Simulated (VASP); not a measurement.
Set up this calculation in VASP 6.6.1, as the native input.

* Task: single point
* Functional: HSE06
* Potentials or basis: VASP PAW PBE potentials, release 64 (Si)
* Cutoff: 520 eV
* k mesh: 6 × 6 × 6
* Occupations: gaussian, width 0.01 eV
* Spin: no spin polarisation
* Dipole correction: no
* Exchange at q = 0: truncated
* Grid for exact exchange (PRECFOCK): Normal
* Screening parameter: 0.2079 1/A
* Further INCAR settings: ALGO = Normal; EDIFF = 1e-06; NBANDS = 11

The system is Si.

```xyz
2
Lattice="0.0000 2.7167 2.7167 2.7167 0.0000 2.7167 2.7167 2.7167 0.0000" Properties=species:S:1:pos:R:3 pbc="T T T"
Si    2.7167    2.7167    2.7167
Si    4.0751    4.0751    4.0751
```

One way to write it, as run:

POSCAR

```
Si
1.0
    0.0000000000      2.7167270373      2.7167270373
    2.7167270373      0.0000000000      2.7167270373
    2.7167270373      2.7167270373      0.0000000000
Si
2
Direct
    0.5000000000      0.5000000000      0.5000000000
    0.7500000000      0.7500000000      0.7500000000
```

INCAR.step1

```
SYSTEM = Si
ALGO = Normal
EDIFF = 1E-5
ENCUT = 520
GGA = PE
ISIF = 2
ISMEAR = 0
LASPH = .TRUE.
LCHARG = .FALSE.
LREAL = .FALSE.
LWAVE = .TRUE.
NBANDS = 11
NELM = 100
PREC = Accurate
SIGMA = 0.01
```

INCAR.step2

```
SYSTEM = Si
ALGO = Normal
EDIFF = 1E-6
ENCUT = 520
GGA = PE
HFSCREEN = 0.2079
ISIF = 2
ISMEAR = 0
ISTART = 1
LASPH = .TRUE.
LCHARG = .FALSE.
LHFCALC = .TRUE.
LREAL = .FALSE.
LWAVE = .FALSE.
NBANDS = 11
NELM = 100
PREC = Accurate
PRECFOCK = Normal
SIGMA = 0.01
```

KPOINTS

```
k-points
0
G
  6 6 6
  0 0 0
```

Potentials or basis: VASP PAW PBE potentials, release 64 (Si).

Command:

```bash
$ cat potpaw_PBE.64/Si/POTCAR > POTCAR
$ cp INCAR.step1 INCAR
$ mpirun -np 1 vasp_std > vasp.out
$ cp INCAR.step2 INCAR
$ mpirun -np 1 vasp_std > vasp.out
```

Results of the run:

| Quantity | Value |
| --- | --- |
| Pressure | 0.1 GPa |
| Band gap on the k mesh | 1.30 eV, indirect (least direct gap 3.33 eV) |

Caveat: the PAW data sets were made with another functional, which shifts forces and pressure a little.

Wall time 10 min on 1 thread of Intel(R) Xeon(R) Platinum 8488C (Sapphire Rapids), on a shared host, peak memory 0.27 GiB.
